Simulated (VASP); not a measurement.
Cost and result of VASP (PAW) for the bulk modulus of TiO2 (rutile). Static lattice, third-order Birch-Murnaghan fit over five volumes. The cost counts the five points of the equation of state, each on the mesh and cut-off of its row, so the ratios hold those differences too. With PBE it took about 4 core-minutes. Times come from single runs on busy shared machines, so they are rough: good to a factor of about 2.

```json
[
 {"level": "PBE", "k-mesh": "5×5×7", "cut-off (eV)": "520", "bulk modulus (GPa)": "200", "cost over PBE": "reference"},
 {"level": "LDA", "k-mesh": "5×5×8", "cut-off (eV)": "520", "bulk modulus (GPa)": "240", "cost over PBE": "within a factor of 2"},
 {"level": "PBEsol", "k-mesh": "5×5×8", "cut-off (eV)": "520", "bulk modulus (GPa)": "221", "cost over PBE": "within a factor of 2"},
 {"level": "r2SCAN", "k-mesh": "5×5×8", "cut-off (eV)": "520", "bulk modulus (GPa)": "228", "cost over PBE": "about 5 times"},
 {"level": "SCAN", "k-mesh": "5×5×8", "cut-off (eV)": "520", "bulk modulus (GPa)": "?", "cost over PBE": "?"}
]
```

What belongs in the gaps?

- SCAN, bulk modulus (GPa): 236
- SCAN, cost over PBE: about 7 times

Left out are levels that failed, ran on another kind of processor or have no fit band path; at most nine are shown.

The compound is TiO2 in the rutile structure.
